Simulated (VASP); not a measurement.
All values below come from TPSS meta-GGA, VASP's PBE PAW potentials (set 64) (plane waves; VASP).

Input for VASP

INCAR:
```
! general
SYSTEM   =  ZnSe
PREC     =  Accurate
ENCUT    =  520
LREAL    =  .FALSE.
LASPH    =  .TRUE.

! electronic loop
EDIFF    =  1E-7
NELM     =  100
ALGO     =  Normal
LMAXMIX  =  4
LMIXTAU  =  .TRUE.

! smearing
ISMEAR   =  0
SIGMA    =  0.05

! functional
METAGGA  =  TPSS

! ions
ISIF     =  2

! output
LWAVE    =  .FALSE.
LCHARG   =  .FALSE.
```

### KPOINTS
```
K-points
0
gamma
8 8 8
```

File POSCAR:
```
ZnSe
1
    0.0000000000     2.8247416489     2.8247416489
    2.8247416489     0.0000000000     2.8247416489
    2.8247416489     2.8247416489     0.0000000000
Zn Se
1 1
Direct
  0.0000000000   0.0000000000   0.0000000000
  0.2500000000   0.2500000000   0.2500000000
```

POTCAR, in this order: Zn Se (PBE.64 set). Program: vasp_std.

The resulting files:

OSZICAR:
```
       N       E                     dE             d eps       ncg     rms          rms(c)
DAV:   1     0.675785201811E+02    0.67579E+02   -0.94279E+03   754   0.165E+03
DAV:   2    -0.181535913099E+02   -0.85732E+02   -0.81638E+02   804   0.282E+02
DAV:   3    -0.233903271438E+02   -0.52367E+01   -0.52128E+01   949   0.710E+01
DAV:   4    -0.234385587625E+02   -0.48232E-01   -0.48225E-01   799   0.729E+00
DAV:   5    -0.234388137653E+02   -0.25500E-03   -0.25500E-03   929   0.523E-01    0.519E+00
DAV:   6    -0.221128468600E+02    0.13260E+01   -0.40026E+00   769   0.433E+01    0.344E+00
DAV:   7    -0.220985815544E+02    0.14265E-01   -0.48758E-01   990   0.838E+00    0.222E+00
DAV:   8    -0.220034692170E+02    0.95112E-01   -0.26086E-01   754   0.958E+00    0.855E-01
DAV:   9    -0.221226960872E+02   -0.11923E+00   -0.43671E+02   754   0.124E+04    0.357E-01
DAV:  10    -0.221580237708E+02   -0.35328E-01   -0.31968E-01   754   0.792E+00    0.159E-01
DAV:  11    -0.221622013192E+02   -0.41775E-02   -0.64625E-03  1021   0.139E+00    0.125E-01
DAV:  12    -0.221595529048E+02    0.26484E-02   -0.25518E-03   754   0.685E-01    0.422E-02
DAV:  13    -0.221627710126E+02   -0.32181E-02   -0.19343E-03   759   0.660E-01    0.225E-02
DAV:  14    -0.221631589907E+02   -0.38798E-03   -0.39043E-04   800   0.370E-01    0.186E-02
DAV:  15    -0.221632862875E+02   -0.12730E-03   -0.41555E-05   914   0.119E-01    0.133E-02
DAV:  16    -0.221632532845E+02    0.33003E-04   -0.12514E-04   754   0.118E-01    0.106E-02
DAV:  17    -0.221633468765E+02   -0.93592E-04   -0.25217E-05   864   0.697E-02    0.443E-03
DAV:  18    -0.221633545449E+02   -0.76685E-05   -0.24575E-06   789   0.161E-02    0.327E-03
DAV:  19    -0.221633548831E+02   -0.33814E-06   -0.12478E-06   779   0.134E-02    0.112E-03
DAV:  20    -0.221633550283E+02   -0.14524E-06   -0.23896E-07   781   0.841E-03    0.373E-04
DAV:  21    -0.221633551781E+02   -0.14980E-06   -0.66676E-08   547   0.516E-03    0.318E-04
DAV:  22    -0.221633552251E+02   -0.46979E-07   -0.32669E-08   392   0.397E-03
   1 F= -.22163355E+02 E0= -.22163355E+02  d E =-.402026E-16
```

**OUTCAR**
```
------------------------ aborting loop because EDIFF is reached ----------------------------------------
  FORCE on cell =-STRESS in cart. coord.  units (eV):
  Direction    XX          YY          ZZ          XY          YZ          ZX
  --------------------------------------------------------------------------------------
  Total        0.5602212      0.5602212      0.5602212      0.0000000     -0.0000000      0.0000000
  in kB       19.9114985     19.9114985     19.9114985      0.0000000     -0.0000000      0.0000000
  external PRESSURE =      19.9114985 kB  Pullay stress =       0.0000000 kB
  volume of cell :       45.08
      direct lattice vectors                 reciprocal lattice vectors
     0.000000000  2.824741649  2.824741649    -0.177007338  0.177007338  0.177007338
     2.824741649  0.000000000  2.824741649     0.177007338 -0.177007338  0.177007338
     2.824741649  2.824741649  0.000000000     0.177007338  0.177007338 -0.177007338
  FREE ENERGIE OF THE ION-ELECTRON SYSTEM (eV)
  ---------------------------------------------------
  free  energy   TOTEN  =       -22.1633552251 eV

  energy  without entropy=      -22.1633552251  energy(sigma->0) =      -22.16335523
```
(Selected blocks of OUTCAR.)

The compound is ZnSe in the zinc blende structure. This cell is one point of a volume scan, at 0.97 of the reference volume.
